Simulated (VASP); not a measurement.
All values below come from r2SCAN meta-GGA, VASP's PBE PAW potentials (set 64) (plane waves; VASP).

VASP input:

**POSCAR**
```
FeSi
1
    4.4086705841    -0.0000000000     0.0000000000
    0.0000000000     4.4086705841     0.0000000000
   -0.0000000000     0.0000000000     4.4086705841
Fe Si
4 4
Direct
  0.8629090217   0.6370909783   0.3629090217
  0.3629090217   0.8629090217   0.6370909783
  0.1370909783   0.1370909783   0.1370909783
  0.6370909783   0.3629090217   0.8629090217
  0.1586140930   0.3413859070   0.6586140930
  0.6586140930   0.1586140930   0.3413859070
  0.8413859070   0.8413859070   0.8413859070
  0.3413859070   0.6586140930   0.1586140930
```

KPOINTS:
```
Automatic
0
gamma
 5 5 5
```

INCAR:
```
LWAVE = .FALSE.
ISMEAR = 0   ! Gaussian
IBRION = 2   ! conjugate gradients
METAGGA = R2SCAN
LMAXMIX = 4   ! l cut-off of mixed one-centre charges
EDIFF = 1E-6   ! SCF stop (eV)
LMIXTAU = .TRUE.
SYSTEM = FeSi
PREC = Accurate
LREAL = .FALSE.   ! projection in real space or not
ALGO = Normal   ! blocked Davidson
SIGMA = 0.05
EDIFFG = -0.02
NELM = 100   ! most electronic steps
LASPH = .TRUE.
NSW = 60   ! most ionic steps
LCHARG = .FALSE.
ISIF = 3
ENCUT = 400   ! plane-wave cut-off (eV)
```

POTCAR, in this order: Fe Si (PBE.64 set). Program: vasp_std.

What VASP printed:

**OUTCAR**
```
 ion  position               nearest neighbor table
   1  0.863  0.637  0.363-   5 2.26   6 2.30   7 2.30   8 2.30   6 2.47   7 2.47   8 2.47   2 2.70
                             4 2.70   3 2.70   3 2.70   2 2.70   4 2.70
   2  0.363  0.863  0.637-   6 2.26   5 2.30   7 2.30   8 2.30   8 2.47   5 2.47   7 2.47   1 2.70
                             3 2.70   4 2.70   3 2.70   1 2.70   4 2.70
   3  0.137  0.137  0.137-   7 2.26   6 2.30   5 2.30   8 2.30   8 2.47   5 2.47   6 2.47   2 2.70
                             4 2.70   1 2.70   2 2.70   1 2.70   4 2.70
   4  0.637  0.363  0.863-   8 2.26   6 2.30   7 2.30   5 2.30   5 2.47   6 2.47   7 2.47   1 2.70
                             1 2.70   2 2.70   2 2.70   3 2.70   3 2.70
   5  0.159  0.341  0.659-   1 2.26   2 2.30   3 2.30   4 2.30   2 2.47   3 2.47   4 2.47   8 2.73
                             6 2.73   8 2.73   7 2.73   7 2.73   6 2.73
   6  0.659  0.159  0.341-   2 2.26   1 2.30   3 2.30   4 2.30   4 2.47   1 2.47   3 2.47   8 2.73
                             7 2.73   5 2.73   8 2.73   7 2.73   5 2.73
   7  0.841  0.841  0.841-   3 2.26   2 2.30   1 2.30   4 2.30   4 2.47   1 2.47   2 2.47   5 2.73
                             6 2.73   8 2.73   6 2.73   5 2.73   8 2.73
   8  0.341  0.659  0.159-   4 2.26   2 2.30   3 2.30   1 2.30   1 2.47   2 2.47   3 2.47   7 2.73
                             5 2.73   5 2.73   6 2.73   6 2.73   7 2.73
  LATTYP: Found a simple cubic cell.
 ALAT       =     4.4086705841
 Subroutine PRICEL returns:
 Original cell was already a primitive cell.
 Subroutine GETGRP returns: Found 12 space group operations
The static configuration has the point symmetry C_3 .
 The point group associated with its full space group is T   .
The dynamic configuration has the point symmetry C_3 .
 Subroutine INISYM returns: Found 12 space group operations
 Subroutine IBZKPT returns following result:
 Found     11 irreducible k-points:

 Following reciprocal coordinates:
            Coordinates               Weight
  0.000000  0.000000  0.000000      1.000000
  0.200000  0.000000  0.000000      6.000000
  0.400000  0.000000  0.000000      6.000000
  0.200000  0.200000  0.000000     12.000000
  0.400000  0.200000  0.000000     12.000000
 -0.200000  0.400000  0.000000     12.000000
  0.400000  0.400000  0.000000     12.000000
  0.200000  0.200000  0.200000      8.000000
  0.400000  0.200000  0.200000     24.000000
...
```

File OSZICAR:
```
       N       E                     dE             d eps       ncg     rms          rms(c)
DAV:   1     0.290714725296E+03    0.29071E+03   -0.17380E+04   638   0.157E+03
DAV:   2    -0.709357006129E+02   -0.36165E+03   -0.35013E+03   638   0.406E+02
DAV:   3    -0.107962752019E+03   -0.37027E+02   -0.33604E+02   978   0.140E+02
DAV:   4    -0.109305771778E+03   -0.13430E+01   -0.13231E+01   956   0.327E+01
DAV:   5    -0.109325030883E+03   -0.19259E-01   -0.19220E-01   964   0.384E+00    0.371E+01
DAV:   6    -0.108055094243E+03    0.12699E+01   -0.26518E+02   952   0.192E+02    0.312E+01
DAV:   7    -0.947028830501E+02    0.13352E+02   -0.88663E+01   967   0.121E+02    0.100E+01
DAV:   8    -0.948014346389E+02   -0.98552E-01   -0.29454E+00   692   0.116E+01    0.443E+00
DAV:   9    -0.947418223092E+02    0.59612E-01   -0.92070E-01  1004   0.112E+01    0.146E+00
DAV:  10    -0.947384080828E+02    0.34142E-02   -0.86267E-02   762   0.264E+00    0.490E-01
DAV:  11    -0.947621943246E+02   -0.23786E-01   -0.35265E-02   756   0.189E+00    0.211E-01
DAV:  12    -0.947630802585E+02   -0.88593E-03   -0.90280E-03   736   0.998E-01    0.934E-02
DAV:  13    -0.947653378171E+02   -0.22576E-02   -0.35287E-03   743   0.614E-01    0.271E-02
DAV:  14    -0.947657613240E+02   -0.42351E-03   -0.65210E-04   728   0.246E-01    0.249E-02
DAV:  15    -0.947658329622E+02   -0.71638E-04   -0.10962E-04   780   0.803E-02    0.921E-03
DAV:  16    -0.947658441525E+02   -0.11190E-04   -0.18856E-05   765   0.404E-02    0.701E-03
DAV:  17    -0.947658460150E+02   -0.18626E-05   -0.36025E-06   574   0.227E-02    0.205E-03
DAV:  18    -0.947658462806E+02   -0.26560E-06   -0.76368E-07   409   0.798E-03
   1 F= -.94765846E+02 E0= -.94765846E+02  d E =-.947658E+02
       N       E                     dE             d eps       ncg     rms          rms(c)
DAV:   1    -0.948015292248E+02   -0.35683E-01   -0.87459E-01   643   0.125E+01    0.183E+00
DAV:   2    -0.948008238696E+02    0.70536E-03   -0.80646E-01   952   0.111E+01    0.143E+00
DAV:   3    -0.947653017995E+02    0.35522E-01   -0.26108E-01   957   0.623E+00    0.334E-01
DAV:   4    -0.947644204367E+02    0.88136E-03   -0.49689E-03   767   0.637E-01    0.732E-02
DAV:   5    -0.947643874852E+02    0.32952E-04   -0.43658E-04   997   0.203E-01    0.515E-02
DAV:   6    -0.947643976136E+02   -0.10128E-04   -0.20111E-04   735   0.184E-01    0.346E-02
DAV:   7    -0.947643892109E+02    0.84026E-05   -0.17500E-04   895   0.161E-01    0.509E-03
DAV:   8    -0.947643999670E+02   -0.10756E-04   -0.20551E-05   752   0.468E-02    0.287E-03
DAV:   9    -0.947644007153E+02   -0.74837E-06   -0.86164E-07   394   0.104E-02
   2 F= -.94764401E+02 E0= -.94764401E+02  d E =0.144557E-02
       N       E                     dE             d eps       ncg     rms          rms(c)
DAV:   1    -0.947805658873E+02   -0.16166E-01   -0.31898E-01   643   0.755E+00    0.110E+00
DAV:   2    -0.947809483581E+02   -0.38247E-03   -0.30375E-01   952   0.683E+00    0.888E-01
DAV:   3    -0.947672632675E+02    0.13685E-01   -0.99012E-02   952   0.379E+00    0.199E-01
DAV:   4    -0.947669602788E+02    0.30299E-03   -0.17108E-03   731   0.344E-01    0.484E-02
DAV:   5    -0.947669374715E+02    0.22807E-04   -0.19992E-04   997   0.146E-01    0.295E-02
DAV:   6    -0.947669394937E+02   -0.20222E-05   -0.45701E-05   711   0.872E-02    0.194E-02
DAV:   7    -0.947669345571E+02    0.49366E-05   -0.51809E-05   942   0.840E-02    0.395E-03
DAV:   8    -0.947669392040E+02   -0.46468E-05   -0.88768E-06   703   0.305E-02    0.200E-03
DAV:   9    -0.947669404279E+02   -0.12240E-05   -0.50521E-07   359   0.743E-03    0.703E-04
DAV:  10    -0.947669405174E+02   -0.89479E-07   -0.17086E-07   324   0.423E-03
   3 F= -.94766941E+02 E0= -.94766940E+02  d E =-.109424E-02
```

File OUTCAR:
```
------------------------ aborting loop because EDIFF is reached ----------------------------------------
  FORCE on cell =-STRESS in cart. coord.  units (eV):
  Direction    XX          YY          ZZ          XY          YZ          ZX
  --------------------------------------------------------------------------------------
  Total        0.0158405      0.0158405      0.0158405      0.0000000      0.0000000     -0.0000000
  in kB        0.2973307      0.2973307      0.2973307      0.0000000      0.0000000     -0.0000000
  external PRESSURE =       0.2973307 kB  Pullay stress =       0.0000000 kB
  volume of cell :       85.36
      direct lattice vectors                 reciprocal lattice vectors
     4.402981086  0.000000000  0.000000000     0.227118850  0.000000000  0.000000000
    -0.000000000  4.402981086  0.000000000    -0.000000000  0.227118850  0.000000000
     0.000000000 -0.000000000  4.402981086     0.000000000 -0.000000000  0.227118850
 POSITION                                       TOTAL-FORCE (eV/Angst)
 -----------------------------------------------------------------------------------
      3.79961      2.80486      1.59812         0.000477     -0.000477      0.000477
      1.59812      3.79961      2.80486         0.000477      0.000477     -0.000477
      0.60337      0.60337      0.60337        -0.000477     -0.000477     -0.000477
      2.80486      1.59812      3.79961        -0.000477      0.000477      0.000477
      0.69875      1.50274      2.90024         0.008990     -0.008990      0.008990
      2.90024      0.69875      1.50274         0.008990      0.008990     -0.008990
      3.70423      3.70423      3.70423        -0.008990     -0.008990     -0.008990
      1.50274      2.90024      0.69875        -0.008990      0.008990      0.008990
 -----------------------------------------------------------------------------------
    total drift:                                0.000003      0.000002     -0.000000
  FREE ENERGIE OF THE ION-ELECTRON SYSTEM (eV)
  ---------------------------------------------------
  free  energy   TOTEN  =       -94.7669405174 eV

  energy  without entropy=      -94.7669404747  energy(sigma->0) =      -94.76694050

 reached required accuracy - stopping structural energy minimisation
```
(Selected blocks of OUTCAR.)

File CONTCAR:
```
FeSi
   1.00000000000000
     4.4029810855148410    0.0000000000000000    0.0000000000000000
    -0.0000000000000000    4.4029810855148410    0.0000000000000000
     0.0000000000000000   -0.0000000000000000    4.4029810855148410
  Fe              Si
     4     4
Direct
     0.8629623872964447    0.6370376127035553    0.3629623872964447
     0.3629623872964447    0.8629623872964447    0.6370376127035553
     0.1370376127035553    0.1370376127035553    0.1370376127035553
     0.6370376127035553    0.3629623872964447    0.8629623872964447
     0.1586992647398836    0.3413007352601163    0.6586992647398836
     0.6586992647398836    0.1586992647398836    0.3413007352601163
     0.8413007352601164    0.8413007352601164    0.8413007352601164
     0.3413007352601163    0.6586992647398836    0.1586992647398836
```

OUTCAR:
```
 val. band max:       10.0006270563   @ k =   0.4000   0.0000   0.0000

 cond. band min:      10.3337646671   @ k =   0.4000   0.0000   0.0000


 Fermi energy:        10.1670806616

 k-point     1 :       0.0000    0.0000    0.0000
  band No.  band energies     occupation
      1      -4.1955      2.00000
      2       1.5928      2.00000
      3       1.5928      2.00000
      4       1.5928      2.00000
      5       4.5328      2.00000
      6       4.5328      2.00000
      7       4.5328      2.00000
      8       6.2200      2.00000
      9       6.2200      2.00000
     10       6.2200      2.00000
     11       6.7159      2.00000
     12       7.0936      2.00000
     13       7.0936      2.00000
     14       7.5146      2.00000
     15       7.5147      2.00000
     16       7.5147      2.00000
     17       8.0012      2.00000
     18       8.0013      2.00000
     19       8.0013      2.00000
     20       9.6276      2.00000
     21       9.6276      2.00000
     22       9.6276      2.00000
     23       9.8908      2.00000
     24       9.8908      2.00000
     25      10.8498      0.00000
     26      10.8498      0.00000
     27      10.8498      0.00000
     28      13.4164      0.00000
     29      13.4164      0.00000

 k-point     2 :       0.2000    0.0000    0.0000
  band No.  band energies     occupation
      1      -3.8758      2.00000
      2       0.1743      2.00000
      3       1.7795      2.00000
      4       2.5288      2.00000
      5       3.8194      2.00000
      6       4.7122      2.00000
      7       5.1563      2.00000
      8       5.5982      2.00000
      9       5.6894      2.00000
     10       6.5669      2.00000
     11       7.0996      2.00000
     12       7.1607      2.00000
     13       7.3560      2.00000
     14       7.4334      2.00000
     15       7.5830      2.00000
     16       7.5847      2.00000
     17       7.8751      2.00000
     18       7.9059      2.00000
     19       8.2878      2.00000
...
```

The compound is FeSi in the B20 structure. This run relaxes it. Symmetry was kept, so distortions that lower it aren't found. The start is the result of an earlier pass. The run is not spin-polarised, so no magnetic state was tried.
